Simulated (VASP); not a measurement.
Calculation: revTPSS meta-GGA, VASP's PBE PAW potentials (set 64) (plane waves; VASP).

VASP ran on this input.

### KPOINTS_OPT
```
k-points along high-symmetry lines
6
Line-mode
Reciprocal
  0.000000   0.000000   0.000000 ! GAMMA
  0.000000   0.500000   0.000000 ! M

  0.000000   0.500000   0.000000 ! M
 -0.333333   0.666667   0.000000 ! K

 -0.333333   0.666667   0.000000 ! K
  0.000000   0.000000   0.000000 ! GAMMA

  0.000000   0.000000   0.000000 ! GAMMA
  0.000000   0.000000   0.500000 ! A

  0.000000   0.000000   0.500000 ! A
  0.000000   0.500000   0.500000 ! L

  0.000000   0.500000   0.500000 ! L
 -0.333333   0.666667   0.500000 ! H

 -0.333333   0.666667   0.500000 ! H
  0.000000   0.000000   0.500000 ! A

  0.000000   0.500000   0.500000 ! L
  0.000000   0.500000   0.000000 ! M

 -0.333333   0.666667   0.500000 ! H
 -0.333333   0.666667   0.000000 ! K
```

### INCAR
```
LEFG=.TRUE.
LREAL=.FALSE.
LMIXTAU=.TRUE.
ISIF=2   ! forces and stress, cell fixed
LCHARG=.FALSE.
EDIFF=1E-7
METAGGA=RTPSS
LWAVE=.FALSE.
NEDOS=601
LORBIT=11   ! lm-projected
NELM=100   ! most electronic steps
ISMEAR=-5
SYSTEM=SiC
PREC=Accurate
ALGO=Normal   ! blocked Davidson
ENCUT=520   ! plane-wave cut-off (eV)
LASPH=.TRUE.
```

POSCAR:
```
SiC
10.0976220
  0.1523015244  -0.2637939544   0.0000000000
  0.1523015244   0.2637939544   0.0000000000
  0.0000000000   0.0000000000   0.4999999918
Si C
2 2
Cart
  0.1523015244  -0.0879314940   0.2498228535
  0.1523015244   0.0879314940   0.4998228494
  0.1523015244  -0.0879314940   0.4376771352
  0.1523015244   0.0879314940   0.1876771393
```

### KPOINTS
```
Automatic mesh
0
Gamma
9 9 5
0 0 0
```

POTCAR, in this order: Si C (PBE.64 set). Program: vasp_std.

**Question.** What does the run give for the energy per atom (σ→0), band gap (over mesh and band path)?

**Answer.** 
```json
{
  "energy per atom (σ→0)": "-8.846 eV/atom",
  "band gap (over mesh and band path)": "2.10 eV"
}
```

### OSZICAR
```
...
DAV:  16    -0.353823055643E+02   -0.19458E-04   -0.98005E-06  1012   0.308E-02    0.168E-03
DAV:  17    -0.353823061030E+02   -0.53871E-06   -0.37735E-07  1060   0.755E-03    0.863E-04
DAV:  18    -0.353823063016E+02   -0.19865E-06   -0.11771E-07   684   0.448E-03    0.505E-04
DAV:  19    -0.353823064709E+02   -0.16932E-06   -0.31448E-08   544   0.201E-03    0.130E-04
DAV:  20    -0.353823064851E+02   -0.14115E-07   -0.60267E-09   540   0.716E-04
   1 F= -.35382306E+02 E0= -.35382306E+02  d E =0.000000E+00
       N       E                     dE             ncg
       N       E                     dE             ncg
```

The compound is SiC in the wurtzite structure, the rare 2H polytype. It was relaxed first.
